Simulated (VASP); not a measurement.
```
InAs
1.0
    0.00000     3.05356     3.05356
    3.05356     0.00000     3.05356
    3.05356     3.05356     0.00000
In As
1 1
Direct
  0.75000   0.75000   0.75000
  0.00000   0.00000   0.00000
```

Calculation: r2SCAN meta-GGA, VASP's PBE PAW potentials (set 64) (plane waves; VASP). Settings: 400 eV cut-off, 9×9×9 Γ-centred mesh, first-order Methfessel-Paxton smearing of 0.10 eV, potentials In_d As.

Unless said otherwise, spin-orbit coupling is left out, though it shifts the bands of the heavy elements here.

Predict the energy per atom (σ→0), band gap (on the k-mesh) with the smallest direct gap where there is one.

```yaml
band gap (on the k-mesh): 0.08 eV
smallest direct gap (on the k-mesh): 0.08 eV
energy per atom (σ→0): -19.029 eV/atom
```

Total energies compare only between runs with the same potentials, cut-off and functional.

The structure comes from a computed database's InAs entry (F-43m); how it stands against other phases isn't given here. The cell was not relaxed at this level.
